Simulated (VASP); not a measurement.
Crystal: AlN.

```
Al N
1.0
     3.11300    0.00000    0.00000
    -1.55650    2.69594    0.00000
     0.00000    0.00000    4.98100
Al N
2 2
Direct
  0.33333 0.66667 0.00000
  0.66667 0.33333 0.50000
  0.33333 0.66667 0.38000
  0.66667 0.33333 0.88000
```

```yaml
Program: VASP 6.6.1
Task: relaxation of cell and atoms
Functional: PBE
Potentials_or_basis: VASP PAW PBE potentials, release 64 (Al, N)
Cutoff: 520 eV
k_mesh: 12 × 12 × 6
Occupations: gaussian, width 1 eV
Spin: no spin polarisation
```

At the start: pressure 3.5 GPa; volume 10.45 Å³/atom.

Where does the relaxation end?

Over 8 steps the energy falls by 2.2 meV/atom and the volume is 10.63 Å³/atom (+1.7 %); space group P6_3mc (No. 186, to 0.05 Å).

The path:
```
step  energy change (eV)  largest force (eV/Å)  pressure (GPa)  volume (Å³)
   1              0.0000                0.1289            3.46        41.80
   2             -0.0019                0.0913           -2.90        43.18
   3             -0.0088                0.0034            0.00        42.52
   4             -0.0088                0.0058            0.07        42.51
   5             -0.0088                0.0066            0.05        42.51
   6             -0.0088                0.0070            0.04        42.51
   7             -0.0088                0.0022           -0.02        42.53
   8             -0.0088                0.0007           -0.01        42.52
```

Final structure:
```xyz
4
Lattice="3.1286 0.0000 0.0000 -1.5643 2.7094 0.0000 0.0000 0.0000 5.0165" Properties=species:S:1:pos:R:3 pbc="T T T"
Al    0.0000    1.8063    5.0127
Al    1.5643    0.9031    2.5045
N     0.0000    1.8063    1.9100
N     1.5643    0.9031    4.4182
```
